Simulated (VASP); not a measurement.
Wanted: the native input for a VASP 6.6.1 run.

```yaml
Task: relaxation of cell and atoms
Functional: PBE
Potentials_or_basis: VASP PAW PBE potentials, release 64 (Al, Si, F)
Cutoff: 520 eV
k_mesh: 10 × 8 × 4
Occupations: gaussian, width 0.1 eV
Spin: no spin polarisation
Further_INCAR_settings: ALGO = Normal; EDIFF = 1e-07; IBRION = 2; POTIM = 0.3; EDIFFG = -0.005; NSW = 60; ISIF = 3
```

The structure of Al3Si2F lies in POSCAR:

```
Al3Si2F                                 
1.0
    2.8207442262      0.0000000000      0.0000000000
    0.0000000000      4.4180140437      0.0000000000
    0.0000000000      0.0000000000      7.6906701946
  Al              Si              F             
     3     2     1
Direct
     0.5000000000000000    0.5000000000000000    0.9222274546742301
     0.5000000000000000    0.5000000000000000    0.2708262112524701
     0.5000000000000000    0.0000000000000000    0.5596873616692400
     0.0000000000000000    0.0000000000000000    0.8662738328682402
     0.0000000000000000    0.5000000000000000    0.5706078072110414
     0.5000000000000000    0.0000000000000000    0.3105149223247792
```

The cell was built by a generator and needn't be a form met in nature.

One way to write it, as run:

INCAR

```
SYSTEM = Al3Si2F
  PREC = Accurate
  ENCUT = 520
  EDIFF = 1E-7
  ISMEAR = 0
  SIGMA = 0.1
  LREAL = .FALSE.
  LASPH = .TRUE.
  NELM = 120
  ALGO = Normal
  ISIF = 3
  LWAVE = .FALSE.
  LCHARG = .FALSE.
  GGA = PE
  IBRION = 2
  NSW = 60
  EDIFFG = -0.005
  POTIM = 0.3
  KPAR = 4
```

KPOINTS

```
regular mesh
0
G
  10 8 4
  0 0 0
```

Potentials or basis: VASP PAW PBE potentials, release 64 (Al, Si, F).

Command:

```console
$ cat potpaw_PBE.64/Al/POTCAR potpaw_PBE.64/Si/POTCAR potpaw_PBE.64/F/POTCAR > POTCAR
$ mpirun -np 4 vasp_std > vasp.out
```

Results of the run:

```
Relaxed volume                         : 16.00 Å³/atom
Relaxed cell                           : a = 2.820 Å, b = 4.415 Å, c = 7.713 Å, α = 90.00°, β = 90.00°, γ = 90.00°
Space group after relaxing (to 0.05 Å) : Pmm2 (No. 25)
Energy gained by relaxing              : 0.0 meV/atom
Ionic steps                            : 22
Pressure after relaxing                : 0.0 GPa
Largest force after relaxing           : 0.004 eV/Å
Band gap on the k mesh                 : none (metal or under the smearing width)
```

Wall time 2.6 min on 4 MPI ranks on Intel(R) Xeon(R) 6975P-C (Granite Rapids), with other jobs on the host, peak memory 0.32 GiB a rank.
